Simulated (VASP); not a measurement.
Here is the system:

```
SrO
1.0
    0.00000     2.52186     2.52186
    2.52186     0.00000     2.52186
    2.52186     2.52186     0.00000
Sr O
1 1
Direct
  0.00000   0.00000   0.00000
  0.50000   0.50000   0.50000
```

Calculation: PBE0 hybrid, VASP's PBE PAW potentials (set 64) (plane waves; VASP). Numerical set-up: 520 eV cut-off, 6×6×6 Γ-centred mesh, Gaussian smearing of 0.050 eV, potentials Sr_sv O.

Q: Give the stress tensor in GPa (positive for a compressed cell).

A: 
```
7.60  0.00  0.00
0.00  7.60  0.00
0.00  0.00  7.60
```
The pressure is its mean diagonal, 7.60 GPa.

The compound is SrO in the rock salt structure. This cell is one point of a volume scan, at 0.91 of the reference volume. The cell's shape comes from a PBE relaxation.
